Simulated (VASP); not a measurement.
A convergence study with VASP on Mo (bcc): a few settings are varied, all else stays as given below, so the limit is that of these other settings. The cell's lengths are 1 % over those of the tabulated start, so it is off equilibrium.

```
CELL_PARAMETERS angstrom
     -1.59075     1.59075     1.59075
      1.59075    -1.59075     1.59075
      1.59075     1.59075    -1.59075
ATOMIC_POSITIONS crystal
  Mo 0.00000 0.00000 0.00000
```

Level of theory: PBEsol GGA, VASP's PBE PAW potentials (set 64) (plane waves; VASP 6.6.1). The last row used: LREAL = Auto, 600 eV cut-off, 14×14×14 Γ-centred mesh, first-order Methfessel-Paxton smearing of 0.10 eV, potentials Mo_sv.

```csv
setting,E (eV/atom),pressure (GPa),plane waves
"ENCUT = 300, LREAL = .FALSE., PREC = Normal",-11.7435,-11.78,202
"ENCUT = 400, LREAL = .FALSE., PREC = Normal",-11.7363,-12.24,321
"ENCUT = 500, LREAL = .FALSE., PREC = Normal",-11.7368,-11.40,420
"ENCUT = 600, LREAL = .FALSE., PREC = Normal",-11.7369,-11.52,555
"ENCUT = 500, LREAL = .FALSE., PREC = Accurate",-11.7368,-11.41,420
"ENCUT = 600, LREAL = .FALSE., PREC = Accurate",-11.7369,-11.52,555
"ENCUT = 300, LREAL = Auto, PREC = Normal",-11.7437,-11.81,202
"ENCUT = 400, LREAL = Auto, PREC = Normal",-11.7368,-12.21,321
"ENCUT = 500, LREAL = Auto, PREC = Normal",-11.7371,-11.29,420
"ENCUT = 600, LREAL = Auto, PREC = Normal",-11.7373,-11.47,555
"ENCUT = 300, LREAL = Auto, PREC = Accurate",-11.7434,-11.79,202
"ENCUT = 400, LREAL = Auto, PREC = Accurate",-11.7366,-12.25,321
"ENCUT = 500, LREAL = Auto, PREC = Accurate",-11.7372,-11.41,420
"ENCUT = 600, LREAL = Auto, PREC = Accurate",-11.7372,-11.54,555
```

Left out are rungs that failed or repeat a setting and relaxations that didn't move; long series are thinned to 24 rows.

The compound is Mo in the bcc structure. The cell was not relaxed at this level.
